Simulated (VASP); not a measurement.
# The low-index faces of W, part 2 of 5

How do surface energy, work function and relaxation of W depend on the face?

VASP 6.6.1; PBE; plane waves and PAW (W).

So far. Step 3 (The bulk reference, job self-consistent run, k-mesh …): The run ends at a pressure of -0.90 GPa.

**4. Relaxing the slab, 7 atoms, face W(110)**

System of this step: W(110). The cell holds 7 atoms: 7 W. Its edges and angles: a = 3.172 Å, b = 2.747 Å, c = 28.458 Å, α = 90.0°, β = 90.0°, γ = 54.7°. It derives from W. 7 layers of bcc W, cut at this functional's lattice. Vacuum lies along c.

All atoms relax at the fixed cell.

INCAR reads:

```
SYSTEM = W
PREC = Normal
ENCUT = 320
EDIFF = 1E-05
NELM = 120
ISMEAR = 1
SIGMA = 0.15
LREAL = .FALSE.
ALGO = Fast
GGA = PE
NBANDS = 28
LASPH = .TRUE.
LORBIT = 11
LWAVE = .FALSE.
LCHARG = .FALSE.
KPAR = 4
IBRION = 2
NSW = 40
ISIF = 2
EDIFFG = -0.03
POTIM = 0.4
MAXMIX = 40
```

POSCAR reads:

```
W
1.0
    3.1720616382      0.0000000000      0.0000000000
    1.5860308191      2.2429862947      0.0000000000
    0.0000000000      0.0000000000     28.4579177683
W
7
Direct
    0.0000000000      0.0000000000      0.2635470400
    0.5000000000      0.0000000000      0.3423646900
    0.0000000000      0.0000000000      0.4211823500
    0.5000000000      0.0000000000      0.5000000000
    0.0000000000      0.0000000000      0.5788176500
    0.5000000000      0.0000000000      0.6576353100
    0.0000000000      0.0000000000      0.7364529600
```

KPOINTS reads:

```
Automatic mesh
0
Gamma
13 13 1
0 0 0
```

Potentials, in the order of the species: W (PBE family, release 64).

Command:

```bash
> mpirun -np 4 vasp_std
```

The program printed:

```text
[banner, memory and clock lines left out]
running    4 mpi-ranks, on    1 nodes
 distrk:  each k-point on    1 cores,    4 groups
 distr:  one band on    1 cores,    1 groups

 POSCAR found type information on POSCAR W
 POSCAR found :  1 types and       7 ions
 LDA part: xc-table for (Slater+PW92), standard interpolation
 POSCAR, INCAR and KPOINTS ok, starting setup
 FFT: planning ... GRIDC
 FFT: planning ... GRID_SOFT
 FFT: planning ... GRID
 WAVECAR not read
 entering main loop
       N       E                     dE             d eps       ncg     rms          rms(c)
DAV:   1     0.135023533273E+03    0.13502E+03   -0.13237E+04  2776   0.848E+02
DAV:   2    -0.744220380639E+02   -0.20945E+03   -0.20141E+03  3680   0.234E+02
DAV:   3    -0.921702662328E+02   -0.17748E+02   -0.17131E+02  3696   0.618E+01
DAV:   4    -0.933439688055E+02   -0.11737E+01   -0.11387E+01  4560   0.141E+01
DAV:   5    -0.933988417669E+02   -0.54873E-01   -0.53103E-01  4124   0.246E+00    0.532E+01
RMM:   6    -0.922758764931E+02    0.11230E+01   -0.13346E+01  3077   0.125E+01    0.240E+01
RMM:   7    -0.167596765794E+03   -0.75321E+02   -0.16009E+02  4459   0.419E+01    0.226E+01
RMM:   8    -0.884818518214E+02    0.79115E+02   -0.35398E+01  3535   0.232E+01    0.697E+00
RMM:   9    -0.881515595156E+02    0.33029E+00   -0.88962E+00  3592   0.915E+00    0.422E+00
RMM:  10    -0.881613835704E+02   -0.98241E-02   -0.11617E+00  3217   0.416E+00    0.267E+00
RMM:  11    -0.881844595943E+02   -0.23076E-01   -0.43339E-01  3850   0.191E+00    0.169E+00
RMM:  12    -0.881873776134E+02   -0.29180E-02   -0.67694E-02  3538   0.771E-01    0.117E+00
RMM:  13    -0.881626842957E+02    0.24693E-01   -0.54142E-02  3500   0.610E-01    0.478E-01
RMM:  14    -0.881617480805E+02    0.93622E-03   -0.22195E-02  3750   0.407E-01    0.147E-01
RMM:  15    -0.881616382006E+02    0.10988E-03   -0.90377E-03  3912   0.221E-01    0.849E-02
RMM:  16    -0.881618415860E+02   -0.20339E-03   -0.24865E-03  3894   0.112E-01    0.597E-02
RMM:  17    -0.881618915269E+02   -0.49941E-04   -0.69283E-04  3408   0.633E-02    0.250E-02
RMM:  18    -0.881619113301E+02   -0.19803E-04   -0.27146E-04  2660   0.344E-02    0.193E-02
RMM:  19    -0.881619224043E+02   -0.11074E-04   -0.71537E-05  1908   0.203E-02    0.961E-03
RMM:  20    -0.881619366668E+02   -0.14262E-04   -0.39394E-05  1855   0.158E-02    0.114E-02
RMM:  21    -0.881619569354E+02   -0.20269E-04   -0.20863E-05  1827   0.136E-02    0.541E-03
RMM:  22    -0.881619705473E+02   -0.13612E-04   -0.60200E-06  1728   0.102E-02    0.331E-03
RMM:  23    -0.881619907830E+02   -0.20236E-04   -0.15095E-06  1366   0.647E-03    0.177E-03
RMM:  24    -0.881620018145E+02   -0.11032E-04    0.85725E-07  1120   0.511E-03    0.120E-03
RMM:  25    -0.881620094353E+02   -0.76208E-05    0.16192E-06  1005   0.457E-03
   1 F= -.88162009E+02 E0= -.88161501E+02  d E =-.881620E+02
 curvature:   0.00 expect dE= 0.000E+00 dE for cont linesearch  0.000E+00
 trial: gam= 0.00000 g(F)=  0.829E-01 g(S)=  0.000E+00 ort = 0.000E+00 (trialstep = 0.100E+01)
 search vector abs. value=  0.829E-01
 bond charge predicted
       N       E                     dE             d eps       ncg     rms          rms(c)
DAV:   1    -0.882099671090E+02   -0.47965E-01   -0.89001E+00  2800   0.135E+01    0.694E-01
RMM:   2    -0.882155114976E+02   -0.55444E-02   -0.10250E-01  2819   0.171E+00    0.796E-01
RMM:   3    -0.882204516867E+02   -0.49402E-02   -0.44269E-02  3346   0.719E-01    0.382E-01
RMM:   4    -0.882147558822E+02    0.56958E-02   -0.15089E-02  3096   0.454E-01    0.222E-01
RMM:   5    -0.882151262850E+02   -0.37040E-03   -0.46913E-03  3639   0.222E-01    0.115E-01
RMM:   6    -0.882152197244E+02   -0.93439E-04   -0.11163E-03  3739   0.883E-02    0.773E-02
RMM:   7    -0.882152593168E+02   -0.39592E-04   -0.23441E-04  2936   0.518E-02    0.495E-02
RMM:   8    -0.882152569903E+02    0.23264E-05   -0.15091E-04  2823   0.416E-02    0.226E-02
RMM:   9    -0.882152661848E+02   -0.91945E-05   -0.50220E-05  1984   0.209E-02
   2 F= -.88215266E+02 E0= -.88215159E+02  d E =-.532567E-01
[...]
3 F= -.88219173E+02 E0= -.88219109E+02  d E =-.571638E-01
[...]
4 F= -.88224467E+02 E0= -.88224362E+02  d E =-.529420E-02
[...]
5 F= -.88225317E+02 E0= -.88225196E+02  d E =-.614360E-02
[...]
6 F= -.88225993E+02 E0= -.88225865E+02  d E =-.676265E-03
[...]
7 F= -.88227603E+02 E0= -.88227481E+02  d E =-.228662E-02
 curvature:  -3.51 expect dE=-0.777E-03 dE for cont linesearch -0.657E-03
 ZBRENT: increasing intervall
 opt :  11.9161  next Energy=   -88.228944 (dE=-0.363E-02)
 bond charge predicted
       N       E                     dE             d eps       ncg     rms          rms(c)
DAV:   1    -0.882291826626E+02   -0.15813E-02   -0.32691E+00  2744   0.830E+00    0.344E-01
RMM:   2    -0.882285163393E+02    0.66632E-03   -0.12453E-02  2783   0.819E-01    0.794E-02
RMM:   3    -0.882288263870E+02   -0.31005E-03   -0.28263E-03  3086   0.239E-01    0.323E-02
RMM:   4    -0.882289190001E+02   -0.92613E-04   -0.83412E-04  3647   0.100E-01    0.294E-02
RMM:   5    -0.882289280040E+02   -0.90039E-05   -0.10122E-04  2568   0.341E-02    0.247E-02
RMM:   6    -0.882289241940E+02    0.38100E-05   -0.18251E-05  1774   0.167E-02
   8 F= -.88228924E+02 E0= -.88228828E+02  d E =-.360738E-02
 curvature:  -7.17 expect dE=-0.661E-04 dE for cont linesearch -0.144E-06
 trial: gam=-0.01980 g(F)=  0.921E-05 g(S)=  0.000E+00 ort =-0.360E-05 (trialstep = 0.334E+01)
 search vector abs. value=  0.961E-05
 reached required accuracy - stopping structural energy minimisation
```

Run time: 59 s. Hardware: 4 MPI ranks of Intel Xeon 6975P-C (Granite Rapids), shared host; peak memory 0.9 GiB.

From OUTCAR (step 4):

```text
  LATTYP: Found a base centered orthorhombic cell.
 ALAT       =     3.1720616382
 B/A-ratio  =     1.4142135624
 C/A-ratio  =     8.9714264772

 Subroutine GETGRP returns: Found  8 space group operations
 (whereof  8 operations were pure point group operations)

The static configuration has the point symmetry D_2h.

 Found     49 irreducible k-points:

   k-points           NKPTS =     49   k-points in BZ     NKDIM =     49   number of bands    NBANDS=     28

   dimension x,y,z NGX =    14 NGY =   12 NGZ =  126
   dimension x,y,z NGXF=    28 NGYF=   24 NGZF=  252

   ENCUT  =  320.0 eV  23.52 Ry    4.85 a.u.   4.63  4.01 41.51*2*pi/ulx,y,z

   NELECT =      42.0000    total number of electrons

 E-fermi :   2.1666

 k-point     1 :       0.0000    0.0000    0.0000
  band No.  band energies     occupation
    ...
     18       0.9989      2.00000
     19       0.9999      2.00000
     20       1.0610      2.00000
     21       1.3551      2.00000
     22       1.5584      2.00000
     23       2.4321     -0.03122
     24       2.4902     -0.00929
     25       2.8901     -0.00000
     26       3.7188     -0.00000
     27       3.8344     -0.00000
    ...

 k-point     2 :       0.0769    0.0000    0.0000
  band No.  band energies     occupation
    ...
     19       1.0579      2.00000
     20       1.1447      2.00000
     21       1.3312      2.00000
     22       1.7921      2.00235
     23       2.1327      1.37199
     24       2.4401     -0.02710
     25       2.7608     -0.00000
     26       3.5388     -0.00000
     27       3.6334     -0.00000
     28       3.8482     -0.00000

  Total       -5.0721477     -3.2350589     -0.4588480      0.0000000      0.0000000      0.0000000
  in kB      -40.1357257    -25.5989070     -3.6308477      0.0000000      0.0000000      0.0000000
  external PRESSURE =     -23.1218268 kB  Pullay stress =       0.0000000 kB

  energy-cutoff  :      320.00
  volume of cell :      202.47
      direct lattice vectors                 reciprocal lattice vectors
     3.172061638  0.000000000  0.000000000     0.315252386 -0.222917100  0.000000000
     1.586030819  2.242986295  0.000000000     0.000000000  0.445834200  0.000000000
     0.000000000  0.000000000 28.457917768     0.000000000  0.000000000  0.035139605

 POSITION                                       TOTAL-FORCE (eV/Angst)
 -----------------------------------------------------------------------------------
      1.58603      2.24299      7.58013        -0.000000     -0.000000     -0.004110
      1.58603      0.00000      9.73490         0.000000      0.000000     -0.001899
      0.00000      0.00000     11.98631         0.000000     -0.000000      0.009940
      1.58603      0.00000     14.22896         0.000000      0.000000      0.000000
      0.00000      0.00000     16.47160        -0.000000      0.000000     -0.009940
      3.17206      2.24299     18.72302         0.000000     -0.000000      0.001899
      0.00000      0.00000     20.87779        -0.000000      0.000000      0.004110
 -----------------------------------------------------------------------------------
    total drift:                                0.000000     -0.000000      0.000000

  FREE ENERGIE OF THE ION-ELECTRON SYSTEM (eV)
  ---------------------------------------------------
  free  energy   TOTEN  =       -88.2289241940 eV

  energy  without entropy=      -88.2286367605  energy(sigma->0) =      -88.22882838

 total charge
# of ion       s       p       d       tot
------------------------------------------
    1        0.684   0.555   4.095   5.334
    2        0.684   0.717   4.234   5.635
    3        0.673   0.707   4.192   5.571
    4        0.674   0.724   4.173   5.572
    5        0.673   0.707   4.192   5.571
    6        0.684   0.717   4.234   5.635
    7        0.684   0.555   4.095   5.334
--------------------------------------------------
tot          4.756   4.682  29.215  38.653

[... 1 part as in an earlier step ...]

[... 7 further parts left out ...]
```

The run keeps the 8 symmetry operations of its start, so it cannot find a distortion of lower symmetry.

Step by step:

| step | energy less that of the first step (eV) | largest force (eV/Å) |
| --- | --- | --- |
| 1 | 0.0000 | 0.7356 |
| 2 | -0.0533 | 0.2972 |
| 3 | -0.0572 | 0.2427 |
| 4 | -0.0625 | 0.0830 |
| 5 | -0.0633 | 0.0559 |
| 6 | -0.0640 | 0.0478 |
| 7 | -0.0656 | 0.0365 |
| 8 | -0.0669 | 0.0099 |

The atoms that moved most (Å):

| atom | dx | dy | dz | length |
| --- | --- | --- | --- | --- |
| W1 | 0.000 | 0.000 | 0.080 | 0.080 |
| W7 | 0.000 | 0.000 | -0.080 | 0.080 |
| W6 | 0.000 | 0.000 | 0.008 | 0.008 |
| W2 | 0.000 | 0.000 | -0.008 | 0.008 |

Final coordinates:

```xyz
7
Lattice="3.1721 0.0000 0.0000 1.5860 2.2430 0.0000 0.0000 0.0000 28.4579" Properties=species:S:1:pos:R:3
W     0.0000    0.0000    7.5801
W     1.5860    0.0000    9.7349
W     0.0000    0.0000   11.9863
W     1.5860    0.0000   14.2290
W     0.0000    0.0000   16.4716
W     1.5860    0.0000   18.7230
W     0.0000    0.0000   20.8778
```

Numbers from this step:

| Property | Result |
| --- | --- |
| electronic cycles | 69 |
| electrons | 42 |
| free energy (TOTEN) | -88.2289 eV |
| energy at zero smearing | -88.2288 eV |
| Fermi energy | 2.167 eV |

The run ended after 8 ionic steps, 0.067 eV below its first step, once the forces on the free atoms met EDIFFG = -0.03.

(Part 2 of 5 ends here.)

[Lines on the potential files, build, host, timing and source positions are cut from VASP's logs without a mark.]

[Logs are printed without paths, hosts, clocks, repeated set-up lines and the standing remarks that a program may print on its own settings, such as how far it seeks lower states.]

[Hosts, paths, dates, database ids (printed as entryN), source tags and the programs' standing remarks are cut or masked in the printed files.]

[Runs that stopped without an error message from VASP are left out.]
